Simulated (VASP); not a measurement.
Input:

```yaml
crystal:
  lattice:
    - [5.21918, 0.00000, 0.00000]
    - [0.00000, 3.37145, 0.00000]
    - [0.00000, 0.00000, 5.65388]
  atoms:
    - { symbol: Si, position: [0.82109, 0.75000, 0.58232] }
    - { symbol: Si, position: [0.17891, 0.25000, 0.41768] }
    - { symbol: Si, position: [0.67891, 0.25000, 0.08232] }
    - { symbol: Si, position: [0.32109, 0.75000, 0.91768] }
    - { symbol: Ni, position: [0.50795, 0.25000, 0.68852] }
    - { symbol: Ni, position: [0.49205, 0.75000, 0.31148] }
    - { symbol: Ni, position: [0.99205, 0.75000, 0.18852] }
    - { symbol: Ni, position: [0.00795, 0.25000, 0.81148] }
```

These are PBE GGA, VASP's PBE PAW potentials (set 64) (plane waves; VASP 6.6.1) values and carry that method's errors. Numerical set-up: 300 eV cut-off, 5×8×5 Γ-centred mesh, Gaussian smearing of 0.20 eV, potentials Si Ni.

At this cut-off the stress carries a Pulay error, which pulls relaxed volumes low.

**Question.** Give the stress tensor in GPa (positive for a compressed cell).

**Answer.** 
```
-4.52   0.00   0.00
 0.00  -2.19   0.00
 0.00   0.00  -2.62
```
The pressure is its mean diagonal, -3.11 GPa.

The structure comes from a computed database's SiNi entry, a phase known from measurement. The cell was not relaxed at this level. The run is not spin-polarised, so no magnetic state was tried.
